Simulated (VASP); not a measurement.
## B3N2: relaxation of cell and atoms with PBE

The system is B3N2.

```
B N
1.0
     3.35312    0.00000    0.00000
     0.00000    3.35312    0.00000
     0.00000    0.00000    3.35312
B N
3 2
Direct
  0.00000 0.50000 0.50000
  0.50000 0.00000 0.50000
  0.50000 0.50000 0.00000
  0.00000 0.00000 0.00000
  0.50000 0.50000 0.50000
```

The cell was built by a generator and needn't be a form met in nature.

The cell isn't the ideal one: random cell by space group and Wyckoff sites (Pm-3m, No. 221).

```json
{
  "Program": "VASP 6.6.1",
  "Task": "relaxation of cell and atoms",
  "Functional": "PBE",
  "Potentials or basis": "VASP PAW PBE potentials, release 64 (B, N)",
  "Cutoff": "600 eV",
  "k mesh": "12 × 12 × 12",
  "Occupations": "gaussian, width 0.1 eV",
  "Spin": "no spin polarisation",
  "Dipole correction": "no",
  "Further INCAR settings": "ALGO = Fast; EDIFF = 1e-06; IBRION = 2; EDIFFG = -0.01; NSW = 100; ISIF = 3"
}
```

```yaml
Relaxed_volume: 7.45 Å³/atom
Relaxed_cell: a = 3.340 Å, b = 3.340 Å, c = 3.340 Å, α = 90.00°, β = 90.00°, γ = 90.00°
Space_group_after_relaxing_to_0.05_Å: Pm-3m (No. 221)
Energy_gained_by_relaxing: 0.6 meV/atom
Ionic_steps: 3
Pressure_after_relaxing: 0.0 GPa
Band_gap_on_the_k_mesh: none (metal or under the smearing width)
```

Step by step:
```
step  energy change (eV)  largest force (eV/Å)  pressure (GPa)  volume (Å³)
   1              0.0000                0.0000           -2.05        37.70
   2             -0.0029                0.0000            0.31        37.18
   3             -0.0029                0.0000            0.03        37.24
```

Final structure:
```
B N
1.0
     3.33950    0.00000    0.00000
     0.00000    3.33950    0.00000
     0.00000    0.00000    3.33950
B N
3 2
Direct
  0.00000 0.50000 0.50000
  0.50000 0.00000 0.50000
  0.50000 0.50000 0.00000
  0.00000 0.00000 0.00000
  0.50000 0.50000 0.50000
```

Levels at points of the mesh, in eV from the Fermi level:
```
           k point  band 8  band 9  band 10  band 11  band 12  band 13
(0.00, 0.00, 0.00)   -2.85   -2.59    -2.59    -1.46     3.45     3.45
(0.50, 0.00, 0.00)   -3.80   -1.18     0.45     2.61     2.70     2.90
(0.50, 0.50, 0.00)   -2.70   -2.34    -1.96     0.24     0.24     4.85
(0.50, 0.50, 0.50)   -7.60    3.09     3.09     3.09     4.20     4.20
```

It took 64 s on 1 thread of Intel(R) Xeon(R) Platinum 8559C (Emerald Rapids) (shared host), peak memory 0.18 GiB.
